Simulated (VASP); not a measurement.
OSZICAR of a VASP run on YS (space group Fm-3m):

**OSZICAR**
```
       N       E                     dE             d eps       ncg     rms          rms(c)
DAV:   1     0.447037265229E+02    0.44704E+02   -0.59851E+03   240   0.853E+02
DAV:   2    -0.137550173935E+02   -0.58459E+02   -0.56274E+02   348   0.200E+02
DAV:   3    -0.167458154784E+02   -0.29908E+01   -0.29846E+01   336   0.384E+01
DAV:   4    -0.168345783693E+02   -0.88763E-01   -0.86949E-01   356   0.538E+00
DAV:   5    -0.168358145781E+02   -0.12362E-02   -0.12315E-02   296   0.601E-01    0.307E+01
DAV:   6    -0.161267999656E+02    0.70901E+00   -0.17184E+00   280   0.849E+00    0.220E+01
DAV:   7    -0.160812110689E+02    0.45589E-01   -0.73785E-01   368   0.561E+00    0.597E+00
DAV:   8    -0.160645881008E+02    0.16623E-01   -0.14017E-01   272   0.263E+00    0.547E-01
DAV:   9    -0.160639966613E+02    0.59144E-03   -0.91122E-03   296   0.690E-01    0.195E-01
DAV:  10    -0.160639769479E+02    0.19713E-04   -0.34061E-04   356   0.152E-01    0.112E-01
DAV:  11    -0.160639708278E+02    0.61201E-05   -0.79260E-05   308   0.706E-02    0.615E-02
DAV:  12    -0.160639700133E+02    0.81447E-06   -0.89697E-06   288   0.266E-02
   1 F= -.16063970E+02 E0= -.16046433E+02  d E =-.350735E-01
```

**Question.** Which electronic solver shows in the log?

**Answer.** It is blocked Davidson (ALGO = Normal, or the opening steps of other solvers). The INCAR had ALGO = Normal.

**Question.** Can the final energy be trusted as converged?

**Answer.** Self-consistency was reached. It stopped with EDIFF = 1E-6, NELM = 100 (LDA (Ceperley-Alder, Perdew-Zunger), plane waves, VASP's LDA PAW potentials (set 64)).

The structure comes from a measured YS entry (Fm-3m) of the Crystallography Open Database, whose conditions weren't checked. The cell was not relaxed at this level, and its volume differs by -5.9 % from the start's. The k-mesh is coarse (spacing up to 0.40 per Å, 2π included), so the numbers may not be converged in it. The electron count is odd and the run is not spin-polarised, which forces a metal.
